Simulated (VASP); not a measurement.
Data:

```
MgTe
1.0
    0.00000     3.22161     3.22161
    3.22161     0.00000     3.22161
    3.22161     3.22161     0.00000
Mg Te
1 1
Direct
  0.00000   0.00000   0.00000
  0.25000   0.25000   0.25000
```

Level of theory: PBEsol GGA, VASP's PBE PAW potentials (set 64) (plane waves; VASP). Run with 400 eV cut-off, Gaussian smearing of 0.050 eV, potentials Mg Te.

Unless said otherwise, spin-orbit coupling is left out, though it shifts the bands of the heavy elements here.

### Question
Give the energies of bands 2 to 7 at the high-symmetry points, in eV from the valence-band maximum.

### Answer

```json
[
 {"band": "2", "Γ": "0.00", "X": "-3.09", "U": "-2.84", "L": "-3.28", "W": "-2.72"},
 {"band": "3", "Γ": "0.00", "X": "-1.21", "U": "-1.99", "L": "-0.42", "W": "-1.93"},
 {"band": "4", "Γ": "0.00", "X": "-1.21", "U": "-0.97", "L": "-0.42", "W": "-1.49"},
 {"band": "5", "Γ": "2.34", "X": "2.70", "U": "3.34", "L": "3.16", "W": "4.46"},
 {"band": "6", "Γ": "5.43", "X": "3.48", "U": "5.17", "L": "5.46", "W": "5.65"},
 {"band": "7", "Γ": "5.43", "X": "9.59", "U": "7.86", "L": "5.46", "W": "6.12"}
]
```

The gap is direct, 2.34 eV, from the valence maximum at Γ to the conduction minimum at Γ.

The structure was generated: MgTe was put into the zinc blende type (F-43m), which need not be its known phase. The cell was not relaxed at this level.
